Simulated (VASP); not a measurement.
Input for VASP

### KPOINTS
```
K-points
0
gamma
16 16 16
```

### INCAR
```
! general
SYSTEM   =  Ir
PREC     =  Accurate
ENCUT    =  400
LREAL    =  .False.
LASPH    =  .True.

! electronic loop
EDIFF    =  1E-7
NELM     =  100
ALGO     =  Normal
LMAXMIX  =  6

! smearing
ISMEAR   =  -5

! functional
GGA      =  PS

! ions
ISIF     =  2

! output
LWAVE    =  .False.
LCHARG   =  .True.
LORBIT   =  11
NEDOS    =  601
```

File POSCAR:
```
Ir
1
    2.5430413052     0.0000000000     0.0000000000
    0.0000000000     2.5430413052     0.0000000000
    0.0000000000     0.0000000000     2.5430413052
Ir
1
Direct
  0.0000000000   0.0000000000   0.0000000000
```

POTCAR, in this order: Ir (PBE.64 set). Program: vasp_std.

Translate this PBEsol calculation to Ansatz.

One equivalent input (not run):
Ansatz 0.2 input:
```yaml
crystal:
  lattice:
    - [2.5430413, 0.0000000, 0.0000000]
    - [0.0000000, 2.5430413, 0.0000000]
    - [0.0000000, 0.0000000, 2.5430413]
  atoms:
    - { symbol: Ir, position: [0.0000000, 0.0000000, 0.0000000] }
kpoints:
  mp_grid: { grid: [16, 16, 16] }
hamiltonian:
  xc: pbesol
  pseudopotentials: { kind: paw }
scf:
  occupations: { method: tetrahedron }
  max_iter: 100
output: { forces: true, stress: true, eigenvalues: true }
```
What does not carry over: each code has its own PAW files, so the cut-off isn't converted (ENCUT is set for VASP's; basis.ecutwfc is left out, and Ansatz then takes the one that its files recommend); Ansatz stops its SCF on the density residual and VASP on the energy change (EDIFF).

The structure was generated: Ir was put into the simple-cubic type (Pm-3m), which need not be its known phase. It was relaxed first.
